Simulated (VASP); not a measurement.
These are AM05 GGA, VASP's PBE PAW potentials (set 64) (plane waves; VASP) values and carry that method's errors.

The input files of a VASP run:

**POSCAR**
```
CuZn
1.0
  2.9500000000   0.0000000000   0.0000000000
  0.0000000000   2.9500000000   0.0000000000
  0.0000000000   0.0000000000   2.9500000000
Zn Cu
1 1
Direct
  0.5000000000   0.5000000000   0.5000000000
  0.0000000000   0.0000000000   0.0000000000
```

INCAR:
```
ALGO = Normal
EDIFF = 1E-6
EDIFFG = -0.01
ENCUT = 520
GGA = AM
IBRION = 2
ISIF = 3
ISMEAR = 1
LASPH = .TRUE.
LCHARG = .FALSE.
LMAXMIX = 4
LREAL = .FALSE.
LWAVE = .FALSE.
NELM = 100
NSW = 60
PREC = Accurate
SIGMA = 0.1
SYSTEM = CuZn
```

**KPOINTS**
```
Automatic mesh
0
Gamma
11 11 11
0 0 0
```

POTCAR, in this order: Zn Cu (PBE.64 set). Program: vasp_std.

### Question
What will the output report for the number of irreducible k-points (NKPTS), largest plane-wave count, number of space-group operations, FFT grid (NGX, NGY, NGZ)?

### Answer

```yaml
number of irreducible k-points (NKPTS): 56
largest_plane_wave_count: 739
number_of_space_group_operations: 48
FFT grid (NGX, NGY, NGZ): 24 × 24 × 24
```

The compound is CuZn in the CsCl type structure. This run relaxes it. Symmetry was kept, so distortions that lower it aren't found. The electron count is odd and the run is not spin-polarised, which forces a metal.
